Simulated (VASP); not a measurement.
VASP runs on ZnO (wurtzite) share one base input (PBE GGA, plane waves, VASP's PBE PAW potentials (set 64)) and change the settings named in each case.

POSCAR:
```
ZnO
1
    1.6575000000    -2.8708750000     0.0000000000
    1.6575000000     2.8708750000     0.0000000000
    0.0000000000     0.0000000000     5.3142000000
Zn O
2 2
Direct
  0.6666670000   0.3333330000   0.5000000000
  0.3333330000   0.6666670000   0.0000000000
  0.6666670000   0.3333330000   0.8820000000
  0.3333330000   0.6666670000   0.3820000000
```

### KPOINTS
```
Regular mesh
0
Gamma
7 7 4
0 0 0
```

**INCAR**
```
LREAL  =  .FALSE.   # projection in real space or not
SYSTEM  =  ZnO
LASPH  =  .TRUE.   # aspherical one-centre terms
ISIF  =  2   # forces and stress, cell fixed
EDIFF  =  1E-6
LWAVE  =  .FALSE.
NELM  =  100   # most electronic steps
GGA  =  PE   # PBE
SIGMA  =  0.05
LMAXMIX  =  4   # l cut-off of mixed one-centre charges
PREC  =  Accurate
ENCUT  =  520   # plane-wave cut-off (eV)
ALGO  =  Normal   # blocked Davidson
LCHARG  =  .FALSE.
ISMEAR  =  0   # Gaussian
```

POTCAR, in this order: Zn O (PBE.64 set). Program: vasp_std.

| change | E(σ→0) (eV/atom) | pressure (GPa) | plane waves |
|---|---|---|---|
| base run | -4.4636 | -2.30 | 1387 |
| ENCUT = 250 | -4.6345 | -70.69 | 482 |
| ENCUT = 300 | -4.5436 | -31.44 | 604 |
| ENCUT = 425 | -4.4677 | -4.56 | 1026 |
| ENCUT = 450 | … | … | 1110 |
| ENCUT = 475 | … | … | 1198 |
| ENCUT = 525 | -4.4636 | -2.30 | 1400 |
| ENCUT = 550 | -4.4637 | -2.34 | 1508 |

Problem. Some entries are withheld; supply them.

Solution. 
- ENCUT = 450, E(σ→0) (eV/atom): -4.4655
- ENCUT = 450, pressure (GPa): -3.32
- ENCUT = 475, E(σ→0) (eV/atom): -4.4640
- ENCUT = 475, pressure (GPa): -2.68

Left out are runs that ran out of time, are held back, or changed the cell or the kind of run, fixed moments of cells without a moment, rows past the twelfth, gaps on odd meshes, pressures of charged cells and columns that move by less than the noise.

The compound is ZnO in the wurtzite structure. The cell was not relaxed at this level.
